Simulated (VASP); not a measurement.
# ZrOs (Pm-3m) in VASP: further runs, part 2 of 2

VASP 6.6.1. Earlier steps stand in the parts before.

### 3 Relaxation of cell and atoms, LDA

This run uses another cell than the first one, of 17.37 Å³/atom, 1.034 times its volume.

Input file INCAR:

```
ALGO = Fast
EDIFF = 1E-6
EDIFFG = -0.005
ENCUT = 600
GGA = CA
IBRION = 2
ISIF = 3
ISMEAR = 0
LASPH = True
LCHARG = False
LREAL = False
LWAVE = False
NELM = 60
NSW = 100
PREC = Accurate
SIGMA = 0.1
```

Input file KPOINTS:

```
k-points
0
Gamma
  14 14 14
```

Input file POSCAR:

```
ZrOs
1.0
    3.2630000000      0.0000000000      0.0000000000
    0.0000000000      3.2630000000      0.0000000000
    0.0000000000      0.0000000000      3.2630000000
Zr Os
1 1
Direct
    0.5000000000      0.5000000000      0.5000000000
    0.0000000000      0.0000000000      0.0000000000
```

Potentials or basis: VASP PAW LDA potentials, release 64 (Zr_sv, Os).

Run with:

```sh
> cat potpaw_LDA.64/Zr_sv/POTCAR potpaw_LDA.64/Os/POTCAR > POTCAR
> mpirun -np 1 vasp_std > vasp.out
```

OUTCAR:

```text
EDIFF = 1E-6
   EDIFFG = -0.005
   ENCUT = 600
   GGA = CA
   IBRION = 2
   ISIF = 3
   ISMEAR = 0
   LASPH = True
   LREAL = False
   NELM = 60
   NSW = 100
   PREC = Accurate

 ion  position               nearest neighbor table
   1  0.500  0.500  0.500-   2 2.83   2 2.83   2 2.83   2 2.83   2 2.83   2 2.83   2 2.83   2 2.83

   2  0.000  0.000  0.000-   1 2.83   1 2.83   1 2.83   1 2.83   1 2.83   1 2.83   1 2.83   1 2.83

  LATTYP: Found a simple cubic cell.
 ALAT       =     3.2630000000

  Lattice vectors:

 A1 = (   3.2630000000,   0.0000000000,   0.0000000000)
 A2 = (   0.0000000000,   3.2630000000,   0.0000000000)
 A3 = (   0.0000000000,   0.0000000000,   3.2630000000)

Analysis of symmetry for initial positions (statically):
=====================================================================
 Subroutine PRICEL returns:
 Original cell was already a primitive cell.

 Routine SETGRP: Setting up the symmetry group for a
 simple cubic supercell.

 Subroutine GETGRP returns: Found 48 space group operations
 (whereof 48 operations were pure point group operations)
 out of a pool of 48 trial point group operations.

The static configuration has the point symmetry O_h .

Analysis of symmetry for dynamics (positions and initial velocities):
=====================================================================
 Subroutine PRICEL returns:
 Original cell was already a primitive cell.

 Routine SETGRP: Setting up the symmetry group for a
 simple cubic supercell.

 Subroutine GETGRP returns: Found 48 space group operations
 (whereof 48 operations were pure point group operations)
 out of a pool of 48 trial point group operations.

The dynamic configuration has the point symmetry O_h .

 Subroutine INISYM returns: Found 48 space group operations
 (whereof 48 operations are pure point group operations),
 and found     1 'primitive' translations

----------------------------------------------------------------------------------------

                                     Primitive cell

  volume of cell :      34.7417

  direct lattice vectors                    reciprocal lattice vectors
     3.263000000  0.000000000  0.000000000     0.306466442  0.000000000  0.000000000
[... 108 lines left out ...]
  Fermi-wavevector in a.u.,A,eV,Ry     =   1.361866  2.573554 25.234445  1.854679
  Thomas-Fermi vector in A             =   2.488405
   LORBIT       =      0    0 simple, 1 ext, 2 COOP (PROOUT), +10 PAW based schemes
   GGA     = CA    functional components
   LHFCALC =     F    Hartree Fock is set to
   AEXX    =    0.0000 exact exchange contribution
   IVDW    =     0    specifies the selected vdW correction
   LEPSILON=     F    determine dielectric tensor
   LRPA    =     F    only Hartree local field effects (RPA)
 conjugate gradient relaxation of ions
 non-spin polarized calculation
 RMM-DIIS sequential band-by-band and
 Gauss-broadening in eV      SIGMA  =   0.10
  energy-cutoff  :      600.00
  volume of cell :       34.74
 maximum number of plane-waves:      1189
 NGX is ok and might be reduce to    28
   NGX = 13   NGY = 13   NGZ = 13

--------------------------------------- Ionic step        1  -------------------------------------------

 number of electron      20.0000000 magnetization

 Free energy of the ion-electron system (eV)
  ---------------------------------------------------
  ext. energy  EPLUGINS =         0.00000000
  ---------------------------------------------------
  free energy    TOTEN  =       -23.05571645 eV

  energy without entropy =      -23.05431831  energy(sigma->0) =      -23.05501738

 E-fermi :   9.6507     XC(G=0): -12.8296

 val. band max:        9.6307299839   @ k =   0.5000   0.1429   0.0000
 cond. band min:       9.6945359497   @ k =   0.4286   0.1429   0.0000
 fundamental gap:      0.0638059657
 Fermi energy:         9.6507467425

 k-point     1 :       0.0000    0.0000    0.0000
  band No.  band energies     occupation
      1     -38.8110      2.00000
      2     -16.8176      2.00000
      3     -16.8176      2.00000
      4     -16.8176      2.00000
      5       1.7637      2.00000
      6       4.4970      2.00000
      7       4.4970      2.00000
      8       8.0911      2.00000
      9       8.0911      2.00000
     10       8.0911      2.00000
     11      11.7787      0.00000
     12      11.7787      0.00000
     13      14.8625      0.00000
     14      14.8626      0.00000
[... 498 lines left out ...]
--------------------------------------- Ionic step        4  -------------------------------------------

 number of electron      20.0000000 magnetization

 Free energy of the ion-electron system (eV)
  ---------------------------------------------------
  ext. energy  EPLUGINS =         0.00000000
  ---------------------------------------------------
  free energy    TOTEN  =       -23.08005491 eV

  energy without entropy =      -23.07800925  energy(sigma->0) =      -23.07903208

 E-fermi :  10.0480     XC(G=0): -12.9931

 val. band max:       10.0105332079   @ k =   0.4286   0.4286   0.0000
 cond. band min:      10.0725472501   @ k =   0.4286   0.1429   0.0000
 fundamental gap:      0.0620140422
 Fermi energy:        10.0480326573

 k-point     1 :       0.0000    0.0000    0.0000
  band No.  band energies     occupation
      1     -38.3219      2.00000
      2     -16.3234      2.00000
      3     -16.3234      2.00000
      4     -16.3234      2.00000
      5       2.0514      2.00000
      6       4.6830      2.00000
      7       4.6830      2.00000
      8       8.4434      2.00000
      9       8.4434      2.00000
     10       8.4434      2.00000
     11      12.2621      0.00000
     12      12.2621      0.00000
     13      15.4838      0.00000
     14      15.4838      0.00000
[... 420 lines left out ...]
  FREE ENERGIE OF THE ION-ELECTRON SYSTEM (eV)
  ---------------------------------------------------
  free  energy   TOTEN  =       -23.0800549060 eV

  energy  without entropy=      -23.0780092486  energy(sigma->0) =      -23.07903208

 reached required accuracy - stopping structural energy minimisation
```

OSZICAR:

```text
N       E                     dE             d eps       ncg     rms          rms(c)
DAV:   1     0.174441482242E+03    0.17444E+03   -0.11686E+04  3440   0.157E+03
DAV:   2    -0.120955287240E+02   -0.18654E+03   -0.18008E+03  3704   0.439E+02
[... 57 lines left out ...]
DAV:   1    -0.230801462316E+02   -0.11680E-03   -0.29274E-03  4144   0.562E-01    0.125E-01
RMM:   2    -0.230800670765E+02    0.79155E-04   -0.20256E-04  3385   0.160E-01    0.353E-02
RMM:   3    -0.230800520782E+02    0.14998E-04   -0.90013E-05  3713   0.912E-02    0.224E-02
RMM:   4    -0.230800524271E+02   -0.34896E-06   -0.30200E-05  3972   0.451E-02    0.153E-02
RMM:   5    -0.230800540385E+02   -0.16113E-05   -0.77711E-06  3014   0.190E-02    0.580E-03
RMM:   6    -0.230800549060E+02   -0.86759E-06   -0.53528E-06  2718   0.140E-02
   4 F= -.23080055E+02 E0= -.23079032E+02  d E =-.243385E-01
```

It took 2.6 min on 1 thread of Intel Xeon 6975P-C (Granite Rapids), shared host; peak memory 0.22 GiB.

What came out:

```yaml
Free_energy: -23.0801 eV
Relaxed_volume: 16.84 Å³/atom
Relaxed_cell: a = 3.229 Å, b = 3.229 Å, c = 3.229 Å, α = 90.00°, β = 90.00°, γ = 90.00°
Space_group_after_relaxing_to_0.05_Å: Pm-3m (No. 221)
Energy_gained_by_relaxing: 12.2 meV/atom
Ionic_steps: 4
Pressure_after_relaxing: 0.0 GPa
Band_gap_on_the_k_mesh: none (metal or under the smearing width)
```

The path:
```csv
step,energy change (eV),largest force (eV/Å),pressure (GPa),volume (Å³)
1,0.0000,0.0000,-7.07,34.74
2,0.1521,0.0000,22.96,31.03
3,-0.0243,0.0000,-0.22,33.70
4,-0.0243,0.0000,-0.04,33.67
```

Final structure:
```
Zr Os
1.0
     3.22912    0.00000    0.00000
     0.00000    3.22912    0.00000
     0.00000    0.00000    3.22912
Zr Os
1 1
Direct
  0.50000 0.50000 0.50000
  0.00000 0.00000 0.00000
```
